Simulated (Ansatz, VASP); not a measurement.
**ZnS2 in two plane-wave programs**

One calculation is typed for both programs; each brings its own data sets. How far apart do they land? The cell is taken from a series of runs on this material, whose earlier steps may have relaxed, scaled, displaced or heated it; both programs get it as it stands.

Program: Ansatz 0.2.0. Level of theory: plane waves, with VASP 6.6.1 beside it; dielectric response at LDA. Results are calculated unless marked as measured.

## 1. Set-up

Symmetry: Pa-3, No. 205, cubic system. The conventional cell has a = 5.945 Å, b = 5.945 Å, c = 5.945 Å, α = 90.00°, β = 90.00°, γ = 90.00°. Nearest to Zn lie 6 S at 2.52 Å. Nearest to S lie 1 S at 2.06 Å and 3 Zn at 2.52 Å. Farther neighbours and most contacts between anions are not listed.

Coordinates:

```xyz
12
Lattice="5.9454 0.0000 0.0000 0.0000 5.9454 0.0000 0.0000 0.0000 5.9454" Properties=species:S:1:pos:R:3 pbc="T T T"
Zn    2.9727    2.9727    5.9454
Zn    2.9727    5.9454    2.9727
Zn    5.9454    2.9727    2.9727
Zn    5.9454    5.9454    5.9454
S     0.5960    5.3494    2.3767
S     5.3494    2.3767    0.5960
S     2.3767    0.5960    5.3494
S     3.5687    3.5687    3.5687
S     5.3494    0.5960    3.5687
S     0.5960    3.5687    5.3494
S     3.5687    5.3494    0.5960
S     2.3767    2.3767    2.3767
```

## 2. VASP: dielectric response, LDA

The response to a field tests empty states and converges slowly with the mesh.

Lines of VASP's logs that name or quote its potential files are left out, and so is its time.

INCAR reads:

```
SYSTEM = ZnS2
PREC = Accurate
ENCUT = 400
EDIFF = 1E-08
NELM = 120
ISMEAR = 0
SIGMA = 0.01
LREAL = .FALSE.
ALGO = Normal
GGA = PW92
NBANDS = 60
LORBIT = 11
LWAVE = .FALSE.
LCHARG = .FALSE.
ISIF = 2
LEPSILON = .TRUE.
LASPH = .TRUE.
GGA_COMPAT = .FALSE.
EFERMI = MIDGAP
KPAR = 2
```

POSCAR reads:

```
ZnS2
1.0
    5.9454304600      0.0000000000      0.0000000000
    0.0000000000      5.9454304600      0.0000000000
    0.0000000000      0.0000000000      5.9454304600
Zn S
4 8
Direct
    0.5000000000      0.5000000000      1.0000000000
    0.5000000000      1.0000000000      0.5000000000
    1.0000000000      0.5000000000      0.5000000000
    1.0000000000      1.0000000000      1.0000000000
    0.1002463900      0.8997536100      0.3997536100
    0.8997536100      0.3997536100      0.1002463900
    0.3997536100      0.1002463900      0.8997536100
    0.6002463900      0.6002463900      0.6002463900
    0.8997536100      0.1002463900      0.6002463900
    0.1002463900      0.6002463900      0.8997536100
    0.6002463900      0.8997536100      0.1002463900
    0.3997536100      0.3997536100      0.3997536100
```

KPOINTS reads:

```
Automatic mesh
0
Gamma
4 4 4
0 0 0
```

PAW data sets: Zn and S (LDA family, release 64).

Command:

```bash
$ mpirun -np 2 vasp_std
```

Numbers of over 12 decimals in the logs are rounded to 6 here.

What it wrote:

```text
[banner, memory and clock lines left out]
running    2 mpi-ranks, on    1 nodes
 distrk:  each k-point on    1 cores,    2 groups
 distr:  one band on    1 cores,    1 groups

 POSCAR found type information on POSCAR ZnS
 POSCAR found :  2 types and      12 ions
|                                                                             |
|               ----> ADVICE to this user running VASP <----                  |
|                                                                             |
|     You enforced a specific xc type in the INCAR file but a different       |
|     [... a line on the potential file left out ...]
|     I HOPE YOU KNOW WHAT YOU ARE DOING!                                     |
|                                                                             |

 LDA part: xc-table for (Slater(with rela. corr.)+PW92), standard interpolation
 POSCAR, INCAR and KPOINTS ok, starting setup
 FFT: planning ... GRIDC
 FFT: planning ... GRID_SOFT
 FFT: planning ... GRID
 WAVECAR not read
 entering main loop
       N       E                     dE             d eps       ncg     rms          rms(c)
DAV:   1     0.770440987084E+03    0.77044E+03   -0.36146E+04  1320   0.152E+03
DAV:   2     0.682477028025E+02   -0.70219E+03   -0.66941E+03  1336   0.385E+02
DAV:   3    -0.455606131535E+02   -0.11381E+03   -0.10945E+03  1600   0.148E+02
DAV:   4    -0.514786250410E+02   -0.59180E+01   -0.58517E+01  1576   0.344E+01
DAV:   5    -0.516374993012E+02   -0.15887E+00   -0.15867E+00  1584   0.574E+00    0.241E+01
DAV:   6    -0.503172147485E+02    0.13203E+01   -0.26149E+00  1860   0.333E+01    0.153E+01
DAV:   7    -0.502235427481E+02    0.93672E-01   -0.26990E+00  1536   0.638E+00    0.315E+00
DAV:   8    -0.501839793531E+02    0.39563E-01   -0.17999E-01  1660   0.375E+00    0.933E-01
DAV:   9    -0.501771687781E+02    0.68106E-02   -0.65863E-02  1764   0.245E+00    0.229E-01
DAV:  10    -0.501768794147E+02    0.28936E-03   -0.65075E-03  1788   0.115E+00    0.811E-02
DAV:  11    -0.501769167959E+02   -0.37381E-04   -0.11340E-03  1696   0.225E-01    0.423E-02
DAV:  12    -0.501769007186E+02    0.16077E-04   -0.13182E-04  1852   0.164E-01    0.161E-02
DAV:  13    -0.501769084207E+02   -0.77021E-05   -0.70486E-05  1500   0.386E-02    0.128E-02
DAV:  14    -0.501769070083E+02    0.14124E-05   -0.14689E-05  1756   0.581E-02    0.621E-03
DAV:  15    -0.501769070112E+02   -0.28595E-08   -0.30146E-06  1652   0.143E-02    0.277E-03
DAV:  16    -0.501769068722E+02    0.13898E-06   -0.42387E-07  1908   0.880E-03    0.123E-03
DAV:  17    -0.501769068870E+02   -0.14850E-07   -0.18327E-07  1388   0.171E-03    0.443E-04
DAV:  18    -0.501769068864E+02    0.63301E-09   -0.35564E-09   768   0.937E-04
   1 F= -.50176907E+02 E0= -.50176907E+02  d E =0.000000E+00
 Linear response reoptimize wavefunctions to high precision
DAV:   1    -0.501769068867E+02   -0.24556E-09   -0.54771E-09   768   0.327E-04
DAV:   2    -0.501769068867E+02   -0.41837E-10   -0.91055E-10   768   0.167E-04
 Linear response G [H, r] |phi>, progress :
  Direction:   1
       N       E                     dE             d eps       ncg     rms
RMM:   1    -0.340103414579E+03   -0.34010E+03    0.30890E+02  3049   0.975E+01
RMM:   2    -0.280268142501E+03    0.59835E+02   -0.78930E+01  2270   0.362E+01
RMM:   3    -0.281798763888E+03   -0.15306E+01   -0.37493E+00  2271   0.754E+00
RMM:   4    -0.281890836070E+03   -0.92072E-01   -0.25322E-01  2304   0.163E+00
RMM:   5    -0.281897685339E+03   -0.68493E-02   -0.54336E-02  2355   0.503E-01
RMM:   6    -0.281900243702E+03   -0.25584E-02   -0.17056E-02  2411   0.184E-01
RMM:   7    -0.281900486798E+03   -0.24310E-03   -0.31208E-03  2476   0.737E-02
RMM:   8    -0.281900582604E+03   -0.95805E-04   -0.81237E-04  2507   0.347E-02
RMM:   9    -0.281900577934E+03    0.46695E-05    0.20947E-04  2546   0.189E-02
RMM:  10    -0.281900585459E+03   -0.75245E-05   -0.61018E-04  2464   0.137E-02
RMM:  11    -0.281900580335E+03    0.51234E-05   -0.54341E-04  2388   0.127E-02
RMM:  12    -0.281900585682E+03   -0.53467E-05   -0.10707E-03  2346   0.125E-02
RMM:  13    -0.281900578066E+03    0.76161E-05   -0.35992E-04  2368   0.122E-02
RMM:  14    -0.281900575506E+03    0.25601E-05   -0.15565E-04  2419   0.122E-02
 Linear response G [H, r] |phi>, progress :
  Direction:   2
       N       E                     dE             d eps       ncg     rms
RMM:   1    -0.335843951836E+03   -0.33584E+03    0.36082E+02  3108   0.973E+01
RMM:   2    -0.279306137303E+03    0.56538E+02   -0.79984E+01  2260   0.365E+01
RMM:   3    -0.281147349479E+03   -0.18412E+01   -0.35597E+00  2264   0.751E+00
RMM:   4    -0.281246828910E+03   -0.99479E-01   -0.22987E-01  2304   0.162E+00
RMM:   5    -0.281252314434E+03   -0.54855E-02   -0.48113E-02  2343   0.496E-01
RMM:   6    -0.281254437195E+03   -0.21228E-02   -0.14408E-02  2389   0.186E-01
[...]
RMM:   8    -0.274808203030E+03    0.15222E-03   -0.12203E-02  2541   0.392E-02
RMM:   9    -0.274808340661E+03   -0.13763E-03   -0.12824E-02  2561   0.217E-02
RMM:  10    -0.274808728949E+03   -0.38829E-03   -0.16017E-02  2525   0.168E-02
RMM:  11    -0.274809222317E+03   -0.49337E-03   -0.21416E-02  2428   0.150E-02
RMM:  12    -0.274808895131E+03    0.32719E-03   -0.17587E-02  2374   0.146E-02
[...]
RMM:  15    -0.532060182025E+01    0.92233E-09   -0.42020E-07  1953   0.783E-04
 change of polarisation eV/A/(eV/A) component  2 :    -0.342    10.641    -0.191
 dielectric tensor                  component  2 :    -0.295    10.162    -0.164
 Linear response to external field (no local field effect), progress :
  Direction:   3
       N       E                     dE             d eps       ncg     rms          rms(c)
RMM:   1    -0.429558451459E+01   -0.42956E+01   -0.20652E+01  2360   0.556E+00
RMM:   2    -0.479663263781E+01   -0.50105E+00   -0.13615E-01  2246   0.140E+00
RMM:   3    -0.480926424639E+01   -0.12632E-01   -0.15725E-02  2280   0.305E-01
RMM:   4    -0.481022853336E+01   -0.96429E-03   -0.19026E-03  2303   0.764E-02
RMM:   5    -0.481030951601E+01   -0.80983E-04   -0.36515E-04  2306   0.276E-02
RMM:   6    -0.481033671125E+01   -0.27195E-04   -0.15522E-04  2344   0.118E-02
RMM:   7    -0.481034243553E+01   -0.57243E-05   -0.31224E-05  2367   0.572E-03
RMM:   8    -0.481034440198E+01   -0.19665E-05   -0.16140E-05  2166   0.314E-03
RMM:   9    -0.481034473518E+01   -0.33319E-06   -0.58877E-06  1970   0.171E-03
RMM:  10    -0.481034477041E+01   -0.35232E-07   -0.20290E-06  1946   0.106E-03
RMM:  11    -0.481034479047E+01   -0.20056E-07    0.90526E-07  1951   0.934E-04
RMM:  12    -0.481034479262E+01   -0.21498E-08   -0.56665E-06  1941   0.888E-04
RMM:  13    -0.481034479975E+01   -0.71370E-08   -0.71645E-06  1928   0.864E-04
RMM:  14    -0.481034479845E+01    0.13025E-08   -0.85128E-06  1939   0.852E-04
 change of polarisation eV/A/(eV/A) component  3 :    -0.199    -0.191     9.621
 dielectric tensor                  component  3 :    -0.171    -0.164     9.284
 Linear response to external field, progress :
  Direction:   1
       N       E                     dE             d eps       ncg     rms          rms(c)
RMM:   1    -0.451544089528E+01   -0.45154E+01   -0.21592E+01  5746   0.576E+00
RMM:   2    -0.501217132581E+01   -0.49673E+00   -0.13964E-01  5543   0.145E+00    0.454E+00
RMM:   3    -0.470099420710E+01    0.31118E+00   -0.51134E-01  5577   0.173E+00    0.222E+00
RMM:   4    -0.473178324125E+01   -0.30789E-01   -0.17079E-01  5666   0.111E+00    0.741E-01
RMM:   5    -0.476964461120E+01   -0.37861E-01   -0.78334E-03  5648   0.316E-01    0.308E-01
RMM:   6    -0.478815119216E+01   -0.18507E-01   -0.74099E-04  5718   0.959E-02    0.716E-02
RMM:   7    -0.478686316879E+01    0.12880E-02   -0.26271E-04  5623   0.438E-02    0.253E-02
RMM:   8    -0.478802647254E+01   -0.11633E-02   -0.33071E-05  5789   0.164E-02    0.485E-03
RMM:   9    -0.478825744852E+01   -0.23098E-03   -0.70384E-06  5806   0.519E-03    0.225E-03
RMM:  10    -0.478826546299E+01   -0.80145E-05   -0.18642E-06  5869   0.211E-03    0.665E-04
RMM:  11    -0.478824675395E+01    0.18709E-04    0.46617E-07  5949   0.110E-03    0.147E-04
RMM:  12    -0.478825117862E+01   -0.44247E-05   -0.64730E-07  5855   0.810E-04    0.515E-05
RMM:  13    -0.478825216450E+01   -0.98587E-06    0.92868E-08  4951   0.713E-04    0.215E-05
RMM:  14    -0.478825173263E+01    0.43187E-06   -0.44285E-07  4824   0.692E-04    0.699E-06
 change of polarisation eV/A/(eV/A) component  1 :     9.223    -0.237    -0.245
 dielectric tensor                  component  1 :     8.941    -0.204    -0.211
 Linear response to external field, progress :
  Direction:   2
       N       E                     dE             d eps       ncg     rms          rms(c)
RMM:   1    -0.451540669655E+01   -0.45154E+01   -0.21592E+01  5745   0.576E+00
RMM:   2    -0.501212328029E+01   -0.49672E+00   -0.13994E-01  5540   0.145E+00    0.454E+00
RMM:   3    -0.470104009617E+01    0.31108E+00   -0.51226E-01  5578   0.173E+00    0.222E+00
RMM:   4    -0.473176087070E+01   -0.30721E-01   -0.16992E-01  5666   0.111E+00    0.743E-01
RMM:   5    -0.476975004297E+01   -0.37989E-01   -0.79135E-03  5647   0.315E-01    0.309E-01
RMM:   6    -0.478814423086E+01   -0.18394E-01   -0.69502E-04  5716   0.947E-02    0.714E-02
RMM:   7    -0.478686952427E+01    0.12747E-02   -0.21996E-04  5624   0.431E-02    0.252E-02
RMM:   8    -0.478803973326E+01   -0.11702E-02   -0.23912E-05  5796   0.161E-02    0.473E-03
RMM:   9    -0.478826296672E+01   -0.22323E-03   -0.65354E-06  5822   0.497E-03    0.226E-03
RMM:  10    -0.478827057718E+01   -0.76105E-05    0.17671E-06  5878   0.203E-03    0.637E-04
RMM:  11    -0.478825186179E+01    0.18715E-04    0.33442E-08  5946   0.106E-03    0.145E-04
RMM:  12    -0.478825720389E+01   -0.53421E-05    0.12259E-06  5836   0.796E-04    0.533E-05
RMM:  13    -0.478825791042E+01   -0.70653E-06    0.33983E-06  4939   0.718E-04    0.202E-05
RMM:  14    -0.478825760768E+01    0.30274E-06   -0.74718E-07  4827   0.696E-04    0.700E-06
 change of polarisation eV/A/(eV/A) component  2 :    -0.245     9.223    -0.237
 dielectric tensor                  component  2 :    -0.211     8.941    -0.204
 Linear response to external field, progress :
  Direction:   3
       N       E                     dE             d eps       ncg     rms          rms(c)
RMM:   1    -0.451772953782E+01   -0.45177E+01   -0.21615E+01  5748   0.575E+00
RMM:   2    -0.501207878787E+01   -0.49435E+00   -0.13958E-01  5544   0.145E+00    0.454E+00
RMM:   3    -0.470103463124E+01    0.31104E+00   -0.51181E-01  5577   0.173E+00    0.222E+00
RMM:   4    -0.473176012913E+01   -0.30725E-01   -0.16994E-01  5665   0.111E+00    0.743E-01
RMM:   5    -0.476976585795E+01   -0.38006E-01   -0.79843E-03  5647   0.316E-01    0.308E-01
RMM:   6    -0.478811728348E+01   -0.18351E-01   -0.72740E-04  5720   0.947E-02    0.714E-02
RMM:   7    -0.478686646511E+01    0.12508E-02   -0.23600E-04  5629   0.430E-02    0.252E-02
RMM:   8    -0.478802838705E+01   -0.11619E-02   -0.26239E-05  5794   0.161E-02    0.469E-03
RMM:   9    -0.478825478245E+01   -0.22640E-03   -0.61267E-06  5825   0.496E-03    0.226E-03
RMM:  10    -0.478826237517E+01   -0.75927E-05    0.25083E-07  5870   0.205E-03    0.639E-04
RMM:  11    -0.478824336391E+01    0.19011E-04   -0.69507E-06  5962   0.108E-03    0.144E-04
RMM:  12    -0.478824837468E+01   -0.50108E-05    0.49448E-07  5831   0.795E-04    0.501E-05
RMM:  13    -0.478824912305E+01   -0.74837E-06   -0.46443E-06  4911   0.721E-04    0.180E-05
RMM:  14    -0.478824892490E+01    0.19815E-06    0.66430E-08  4816   0.700E-04    0.656E-06
 change of polarisation eV/A/(eV/A) component  3 :    -0.237    -0.245     9.223
 dielectric tensor                  component  3 :    -0.204    -0.211     8.941
 Born effective charges drift removed
```

Parts of OUTCAR (step 2):

```text
ion  position               nearest neighbor table
   1  0.500  0.500  0.000-   8 2.52  12 2.52   6 2.52  10 2.52  11 2.52   7 2.52
   2  0.500  0.000  0.500-   7 2.52  11 2.52   8 2.52   9 2.52   5 2.52  12 2.52
   3  0.000  0.500  0.500-   6 2.52  10 2.52   8 2.52   9 2.52   5 2.52  12 2.52
   4  0.000  0.000  0.000-   5 2.52   9 2.52   7 2.52   6 2.52  10 2.52  11 2.52
   5  0.100  0.900  0.400-   9 2.06   4 2.52   2 2.52   3 2.52
   6  0.900  0.400  0.100-  10 2.06   3 2.52   4 2.52   1 2.52
   7  0.400  0.100  0.900-  11 2.06   2 2.52   4 2.52   1 2.52
   8  0.600  0.600  0.600-  12 2.06   1 2.52   3 2.52   2 2.52
   9  0.900  0.100  0.600-   5 2.06   4 2.52   2 2.52   3 2.52
  10  0.100  0.600  0.900-   6 2.06   3 2.52   4 2.52   1 2.52
  11  0.600  0.900  0.100-   7 2.06   2 2.52   4 2.52   1 2.52
  12  0.400  0.400  0.400-   8 2.06   1 2.52   3 2.52   2 2.52

  LATTYP: Found a simple cubic cell.
 ALAT       =     5.9454304600

 Subroutine GETGRP returns: Found 24 space group operations
 (whereof  6 operations were pure point group operations)

The static configuration has the point symmetry S_6 .
 The point group associated with its full space group is T_h .

 Found     11 irreducible k-points:

   k-points           NKPTS =     11   k-points in BZ     NKDIM =     11   number of bands    NBANDS=     60

   dimension x,y,z NGX =    40 NGY =   40 NGZ =   40
   dimension x,y,z NGXF=    80 NGYF=   80 NGZF=   80

   ENCUT  =  400.0 eV  29.40 Ry    5.42 a.u.   9.70  9.70  9.70*2*pi/ulx,y,z

   NELECT =      96.0000    total number of electrons

 k-points in reciprocal lattice and weights: Automatic mesh
   0.00000000  0.00000000  0.00000000       0.016
   0.25000000  0.00000000  0.00000000       0.094
   0.50000000  0.00000000  0.00000000       0.047
   0.25000000  0.25000000  0.00000000       0.188
   0.50000000  0.25000000  0.00000000       0.094
  -0.25000000  0.50000000  0.00000000       0.094
   0.50000000  0.50000000  0.00000000       0.047
   0.25000000  0.25000000  0.25000000       0.125
   0.50000000  0.25000000  0.25000000       0.188
   0.50000000  0.50000000  0.25000000       0.094
   0.50000000  0.50000000  0.50000000       0.016

 average (electrostatic) potential at core
       1 -35.4784       2 -35.4784       3 -35.4784       4 -35.4784       5 -87.9108
       6 -87.9108       7 -87.9108       8 -87.9108       9 -87.9108      10 -87.9108
      11 -87.9108      12 -87.9108

  Total       -6.1540052     -6.1540052     -6.1540052     -0.0000000      0.0000000      0.0000000
  in kB      -46.9157355    -46.9157355    -46.9157355     -0.0000000      0.0000000      0.0000000
  external PRESSURE =     -46.9157355 kB  Pullay stress =       0.0000000 kB

  energy-cutoff  :      400.00
  volume of cell :      210.16
      direct lattice vectors                 reciprocal lattice vectors
     5.945430460  0.000000000  0.000000000     0.168196400  0.000000000  0.000000000
     0.000000000  5.945430460  0.000000000     0.000000000  0.168196400  0.000000000
     0.000000000  0.000000000  5.945430460     0.000000000  0.000000000  0.168196400

 POSITION                                       TOTAL-FORCE (eV/Angst)
 -----------------------------------------------------------------------------------
      2.97272      2.97272      0.00000         0.000000     -0.000000     -0.000000
      2.97272      0.00000      2.97272         0.000000     -0.000000     -0.000000
      0.00000      2.97272      2.97272         0.000000     -0.000000     -0.000000
      0.00000      0.00000      0.00000         0.000000     -0.000000     -0.000000
      0.59601      5.34942      2.37671         0.055672     -0.055672     -0.055672
      5.34942      2.37671      0.59601        -0.055672     -0.055672      0.055672
      2.37671      0.59601      5.34942        -0.055672      0.055672     -0.055672
      3.56872      3.56872      3.56872         0.055672      0.055672      0.055672
      5.34942      0.59601      3.56872        -0.055672      0.055672      0.055672
      0.59601      3.56872      5.34942         0.055672      0.055672     -0.055672
      3.56872      5.34942      0.59601         0.055672     -0.055672      0.055672
      2.37671      2.37671      2.37671        -0.055672     -0.055672     -0.055672
 -----------------------------------------------------------------------------------
    total drift:                               -0.000000     -0.000000     -0.000000

 MACROSCOPIC STATIC DIELECTRIC TENSOR (including local field effects in DFT)
 ------------------------------------------------------
           8.941376     0.000000    -0.000000
           0.000000     8.941376    -0.000000
          -0.000000     0.000000     8.941376
 ------------------------------------------------------

 PIEZOELECTRIC TENSOR (including local field effects)  for field in x, y, z        (C/m^2)
          XX          YY          ZZ          XY          YZ          ZX
  --------------------------------------------------------------------------------
  x     0.00000     0.00000     0.00000     0.00000     0.00000     0.00000
  y     0.00000     0.00000     0.00000     0.00000     0.00000     0.00000
  z     0.00000     0.00000     0.00000     0.00000     0.00000     0.00000

 BORN EFFECTIVE CHARGES (including local field effects) (in |e|, cummulative output)
 ---------------------------------------------------------------------------------
 ion    1
    1     2.77509    -0.13098     0.21843
    2     0.21843     2.77509     0.13098
    3    -0.13098    -0.21843     2.77509
 ion    2
    1     2.77509     0.13098     0.21843
    2    -0.21843     2.77509    -0.13098
    3    -0.13098     0.21843     2.77509
 ion    3
    1     2.77509    -0.13098    -0.21843
    2     0.21843     2.77509    -0.13098
    3     0.13098     0.21843     2.77509
 ion    4
    1     2.77509     0.13098    -0.21843
    2    -0.21843     2.77509     0.13098
    3     0.13098    -0.21843     2.77509
 ion    5
    1    -1.38754    -0.29704    -0.30381
    2    -0.30381    -1.38754     0.29704
    3    -0.29704     0.30381    -1.38754
 ion    6
    1    -1.38754     0.29704    -0.30381
    2     0.30381    -1.38754    -0.29704
    3    -0.29704    -0.30381    -1.38754
 ion    7
    1    -1.38754    -0.29704     0.30381
    2    -0.30381    -1.38754    -0.29704
    3     0.29704    -0.30381    -1.38754
 ion    8
    1    -1.38754     0.29704     0.30381
    2     0.30381    -1.38754     0.29704
    3     0.29704     0.30381    -1.38754
 ion    9
    1    -1.38754    -0.29704    -0.30381
    2    -0.30381    -1.38754     0.29704
    3    -0.29704     0.30381    -1.38754
 ion   10
    1    -1.38754     0.29704    -0.30381
    2     0.30381    -1.38754    -0.29704
    3    -0.29704    -0.30381    -1.38754
 ion   11
    1    -1.38754    -0.29704     0.30381
    2    -0.30381    -1.38754    -0.29704
    3     0.29704    -0.30381    -1.38754
 ion   12
    1    -1.38754     0.29704     0.30381
    2     0.30381    -1.38754     0.29704
    3     0.29704     0.30381    -1.38754
```

The dielectric response converges more slowly with the mesh than energies do, so tensor and charges may still move on a finer one.

[end of part 1 of 2]

[Lines on the potential files, build, host, timing and source positions are cut from VASP's logs without a mark.]

[Logs are printed without paths, hosts, clocks, repeated set-up lines and the standing remarks that a program may print on its own settings, such as how far it seeks lower states.]

[Hosts, paths, dates, database ids (printed as entryN), source tags and the programs' standing remarks are cut or masked in the printed files.]
